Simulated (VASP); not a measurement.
A convergence study with VASP on SiC (wurtzite): one setting is varied, all else stays as given below, so the limit is that of these other settings.

```yaml
crystal:
  lattice:
    - [1.54000, -2.66736, 0.00000]
    - [1.54000, 2.66736, 0.00000]
    - [0.00000, 0.00000, 5.05000]
  atoms:
    - { symbol: Si, position: [0.66667, 0.33333, 0.50000] }
    - { symbol: Si, position: [0.33333, 0.66667, 0.00000] }
    - { symbol: C, position: [0.66667, 0.33333, 0.87500] }
    - { symbol: C, position: [0.33333, 0.66667, 0.37500] }
```

These are PBE GGA, VASP's PBE PAW potentials (set 64) (plane waves; VASP) values and carry that method's errors. The tightest run used: 700 eV cut-off, 17×17×9 Γ-centred mesh, Gaussian smearing of 0.050 eV, potentials Si C.

Question: The settings run are 1×1×1 mesh; 2×2×1 mesh; 3×3×2 mesh; 4×4×2 mesh; 5×5×3 mesh; 6×6×3 mesh; 7×7×4 mesh; 8×8×4 mesh; 9×9×5 mesh; 10×10×6 mesh; 11×11×6 mesh; 12×12×7 mesh; 13×13×7 mesh; 14×14×8 mesh; 15×15×8 mesh; 16×16×9 mesh; 17×17×9 mesh. From which on does the energy per atom stay within 0.001 eV/atom of the tightest run?

Answer: From 7×7×4 mesh on: it is off by 0.0008 there and by no more than 0.001 in any finer run, while 6×6×3 mesh is off by 0.0044.
```csv
setting,E (eV/atom),pressure (GPa),irreducible k-points,difference judged (eV/atom)
1×1×1 mesh,-2.5248,24.63,1,5.0037
2×2×1 mesh,-7.1229,2.62,2,0.4057
3×3×2 mesh,-7.4024,3.29,6,0.1262
4×4×2 mesh,-7.4973,2.76,8,0.0313
5×5×3 mesh,-7.5179,2.53,10,0.0106
6×6×3 mesh,-7.5242,2.51,14,0.0044
7×7×4 mesh,-7.5278,2.50,24,0.0008
8×8×4 mesh,-7.5284,2.50,30,0.0002
9×9×5 mesh,-7.5285,2.50,36,0.0001
10×10×6 mesh,-7.5285,2.50,56,0.0000
11×11×6 mesh,-7.5286,2.50,64,0.0000
12×12×7 mesh,-7.5286,2.50,76,0.0000
13×13×7 mesh,-7.5286,2.50,84,0.0000
14×14×8 mesh,-7.5286,2.50,120,0.0000
15×15×8 mesh,-7.5286,2.50,135,0.0000
16×16×9 mesh,-7.5286,2.50,150,0.0000
17×17×9 mesh,-7.5286,2.50,165,0.0000
```

Left out are rungs that failed or repeat a setting and relaxations that didn't move; long series are thinned to 24 rows.

The compound is SiC in the wurtzite structure, the rare 2H polytype. The cell was not relaxed at this level.
